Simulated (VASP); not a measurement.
Consider the following.

```
MgS
1.0
    0.00000     2.58050     2.58050
    2.58050     0.00000     2.58050
    2.58050     2.58050     0.00000
Mg S
1 1
Cartesian
  0.00000   0.00000   0.00000
  2.58050   2.58050   2.58050
```

These are PBE GGA, VASP's PBE PAW potentials (set 64) (plane waves; VASP) values and carry that method's errors. Numerical set-up: 300 eV cut-off, 9×9×9 Γ-centred mesh, Fermi-Dirac smearing of 0.010 eV, potentials Mg S.

Question: Give the stress tensor in GPa (positive for a compressed cell).

Answer: 
```
2.73  0.00  0.00
0.00  2.73  0.00
0.00  0.00  2.73
```
The pressure is its mean diagonal, 2.73 GPa.

The structure is a typed MgS crystal (Fm-3m). The cell was not relaxed at this level.
